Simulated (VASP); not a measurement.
```
CELL_PARAMETERS angstrom
     -1.57500     1.57500     1.57500
      1.57500    -1.57500     1.57500
      1.57500     1.57500    -1.57500
ATOMIC_POSITIONS crystal
  Mo 0.00000 0.00000 0.00000
```

Method: PBE GGA, VASP's PBE PAW potentials (set 64) (plane waves; VASP). Settings: 520 eV cut-off, 15×15×15 Γ-centred mesh, first-order Methfessel-Paxton smearing of 0.10 eV, potentials Mo_sv.

Task: The ions, cell shape and volume are relaxed. What does this cell relax into?

Result: 
```
CELL_PARAMETERS angstrom
     -1.58205     1.58205     1.58205
      1.58205    -1.58205     1.58205
      1.58205     1.58205    -1.58205
ATOMIC_POSITIONS crystal
  Mo 0.00000 0.00000 0.00000
```
Space group Im-3m (229), at a tolerance of 0.03 Å.

Task: How do energy and volume change from the first to the last step?

Result: The energy (σ→0) changes by -2.3 meV/atom and the volume by +1.3 %, in 3 ionic steps.

```json
[
 {"step": "1", "E(σ→0) (eV)": "-10.9302", "max force (eV/Å)": "0.000", "pressure (GPa)": "3.56", "volume (Å³)": "15.63"},
 {"step": "2", "E(σ→0) (eV)": "-10.9155", "max force (eV/Å)": "0.000", "pressure (GPa)": "-8.89", "volume (Å³)": "16.43"},
 {"step": "3", "E(σ→0) (eV)": "-10.9324", "max force (eV/Å)": "0.000", "pressure (GPa)": "-0.04", "volume (Å³)": "15.84"}
]
```

The compound is Mo in the bcc structure. This run relaxes it. Symmetry was kept, so distortions that lower it aren't found.
